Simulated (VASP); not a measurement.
Data:

```
Ag2O
1.0
    4.89603     0.00000     0.00000
    0.00000     4.89603     0.00000
    0.00000     0.00000     4.89603
Ag O
4 2
Cartesian
  3.67202   1.22401   3.67202
  1.22401   3.67202   3.67202
  3.67202   3.67202   1.22401
  1.22401   1.22401   1.22401
  0.00000   0.00000   0.00000
  2.44801   2.44801   2.44801
```

Calculation: RPBE GGA, VASP's PBE PAW potentials (set 64) (plane waves; VASP). Settings: 520 eV cut-off, Gaussian smearing of 0.050 eV, potentials Ag O.

### Question
Give the energies of bands 18 to 31 at the high-symmetry points, in eV from the Fermi level.

### Answer

```csv
band,Γ,X,M,R
18,-2.69,-2.79,-2.93,-2.69
19,-2.69,-2.68,-2.78,-2.69
20,-2.52,-2.68,-2.78,-2.51
21,-2.52,-2.50,-2.66,-2.51
22,-2.52,-2.50,-2.66,-2.51
23,-2.42,-2.21,-1.70,-2.49
24,-2.42,-2.21,-1.70,-2.49
25,-2.42,-1.35,-1.37,-1.70
26,-0.06,-1.35,-1.37,-0.59
27,0.01,-0.38,-0.69,-0.59
28,0.01,-0.38,-0.69,-0.59
29,0.01,2.03,2.23,2.97
30,2.51,2.03,2.23,2.97
31,2.51,4.90,3.71,2.97
```

It has no gap at this level: it comes out as a metal or semimetal.

The compound is Ag2O in the cuprite structure. It was relaxed first, which changed the volume by +11 %.
